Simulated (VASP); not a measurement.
Level of theory: HSE06 screened hybrid, VASP's PBE PAW potentials (set 64) (plane waves; VASP).

A VASP calculation is set up with these files.

INCAR:
```
SYSTEM = Ga32P31S
PREC = Normal; ENCUT = 400; LREAL = Auto
LASPH = .True.; ISYM = 0; NELECT = 256.0
EDIFF = 1E-5; NELM = 50; NELMIN = 4
ALGO = Normal; LMAXMIX = 4
ISMEAR = 0; SIGMA = 0.05
GGA = PE; LHFCALC = .True.; AEXX = 0.25
HFSCREEN = 0.2; PRECFOCK = Fast
ISIF = 0
LWAVE = .False.; LCHARG = .False.
```

**KPOINTS**
```
Automatic mesh
0
Gamma
1 1 1
0 0 0
```

**POSCAR**
```
Ga32P31S
11.0671090
  1.0000000188   0.0000000000   0.0000000000
  0.0000000000   1.0000000188   0.0000000000
  0.0000000000   0.0000000000   1.0000000188
Ga P S
32 31 1
Cartesian
  0.4993054662   0.9998265674   0.9998022687
  0.7498485512   0.2501649478   0.9992775381
  0.7495196196   0.9990820846   0.2496521377
  0.0000951065   0.9998844976   0.9997817194
  0.2495038438   0.2492219416   0.9994056106
  0.5002159483   0.5001344751   0.9984935626
  0.7508150840   0.7503358504   0.9993744307
  0.2497515261   0.9999758874   0.2492847062
  0.4946162728   0.2458623209   0.2450111206
  0.7548951951   0.5054921514   0.2452843026
  0.5000104494   0.9990092061   0.4997999522
  0.7549581038   0.2446980688   0.5043742354
  0.7507745846   0.9998866408   0.7503508118
  0.0001223814   0.5007062774   0.9996691949
  0.2497873857   0.7502434160   0.9998444312
  0.0010136163   0.2503967226   0.2497377610
  0.2486996426   0.5002366943   0.2500885448
  0.4999374630   0.7511406143   0.2501236879
  0.0004723574   0.9993681809   0.5008115553
  0.2487877648   0.2498587734   0.4999665368
  0.4948437388   0.5048862610   0.5051139076
  0.7497516753   0.7511774776   0.5000145490
  0.2498396694   0.9997657493   0.7502491813
  0.5002361929   0.2500016635   0.7510736655
  0.7499720227   0.4997008187   0.7509366643
  0.0001919502   0.7507472097   0.2492608593
  0.0010856032   0.4996884165   0.5001302292
  0.2496463582   0.7502676371   0.5007109499
  0.9999376825   0.2493147042   0.7502020298
  0.2495133979   0.5005302132   0.7505036460
  0.4994965079   0.7505237495   0.7503143839
  0.0001586313   0.7501160828   0.7502848414
  0.6256499804   0.1252838613   0.1249385879
  0.8749603342   0.3741774285   0.1248899217
  0.8753828424   0.1245307315   0.3734371523
  0.1248770295   0.1251165463   0.1249028236
  0.3743825220   0.3764819849   0.1244919878
  0.6238816754   0.6254556976   0.1247853163
  0.8747784660   0.8751669981   0.1248202559
  0.3749167274   0.1252165726   0.3759841058
  0.8752984157   0.6254927255   0.3763214253
  0.6240160376   0.1249005714   0.6249936547
  0.8748332965   0.3758151958   0.6248769468
  0.8748723493   0.1252158669   0.8752539892
  0.1247867614   0.6252692341   0.1248860924
  0.3748642530   0.8750810763   0.1249877074
  0.1249354818   0.3749836630   0.3750106811
  0.3748733211   0.6251102762   0.3738948690
  0.6248964252   0.8751124822   0.3749364713
  0.1248977156   0.1248990975   0.6252230895
  0.3747837744   0.3736886727   0.6252030615
  0.6260800224   0.6250230110   0.6251471806
  0.8750018067   0.8749533608   0.6251956068
  0.3750672142   0.1248914403   0.8748316035
  0.6251944269   0.3749372066   0.8750110948
  0.8749696366   0.6248115856   0.8747408632
  0.1251767155   0.8750711198   0.3749177962
  0.1248768431   0.6249976680   0.6251157458
  0.3748841850   0.8751435526   0.6249417386
  0.1246097950   0.3749232545   0.8748881469
  0.3749312990   0.6252760803   0.8749599827
  0.6250328500   0.8752382578   0.8750070985
  0.1250017758   0.8749885896   0.8750092391
  0.6248487741   0.3754175668   0.3749024260
```

POTCAR, in this order: Ga P S (PBE.64 set). Program: vasp_gam. Read from the step before: WAVECAR.

The resulting files:

**OSZICAR**
```
       N       E                     dE             d eps       ncg     rms          rms(c)
DAV:   1    -0.345084586173E+03   -0.34508E+03   -0.17206E+01   322   0.108E+01    0.108E+01
DAV:   2    -0.345204800727E+03   -0.12021E+00   -0.53567E-01   363   0.123E+00    0.718E+00
DAV:   3    -0.345174029987E+03    0.30771E-01   -0.24586E-02   356   0.280E-01    0.415E+00
DAV:   4    -0.345160533219E+03    0.13497E-01   -0.74439E-03   364   0.155E-01    0.233E+00
DAV:   5    -0.345155927131E+03    0.46061E-02   -0.24190E-03   372   0.858E-02    0.129E+00
DAV:   6    -0.345154289427E+03    0.16377E-02   -0.57906E-04   355   0.468E-02    0.707E-01
DAV:   7    -0.345153706025E+03    0.58340E-03   -0.18389E-04   347   0.285E-02    0.383E-01
DAV:   8    -0.345153507794E+03    0.19823E-03   -0.69452E-05   347   0.178E-02    0.204E-01
DAV:   9    -0.345153443899E+03    0.63895E-04   -0.22660E-05   235   0.106E-02    0.111E-01
DAV:  10    -0.345153425012E+03    0.18886E-04   -0.10601E-05   179   0.729E-03    0.567E-02
DAV:  11    -0.345153420575E+03    0.44377E-05   -0.37690E-06   196   0.411E-03
   1 F= -.34515342E+03 E0= -.34515342E+03  d E =-.134343E-11
```

### OUTCAR
```
------------------------ aborting loop because EDIFF is reached ----------------------------------------
  volume of cell :     1355.51
      direct lattice vectors                 reciprocal lattice vectors
    11.067109208  0.000000000  0.000000000     0.090357832  0.000000000  0.000000000
     0.000000000 11.067109208  0.000000000     0.000000000  0.090357832  0.000000000
     0.000000000  0.000000000 11.067109208     0.000000000  0.000000000  0.090357832
  FREE ENERGIE OF THE ION-ELECTRON SYSTEM (eV)
  ---------------------------------------------------
  free  energy   TOTEN  =      -345.1534205748 eV

  energy  without entropy=     -345.1534205748  energy(sigma->0) =     -345.15342057

  exchange ACFDT corr.  =         0.00000000  see jH, gK, PRB 81, 115126
```
(Selected blocks of OUTCAR.)

The cell is charged, with a uniform compensating background. The supercell is sampled at Γ alone, which is coarse: total energies, pressure and levels can be off, energies of defects by several tenths of an eV.

The cell is a supercell with a defect, built from GaP (zinc blende): S_P, charge +1. The cell's shape comes from a PBE relaxation. The run is not spin-polarised, so no state with unpaired spins was tried.
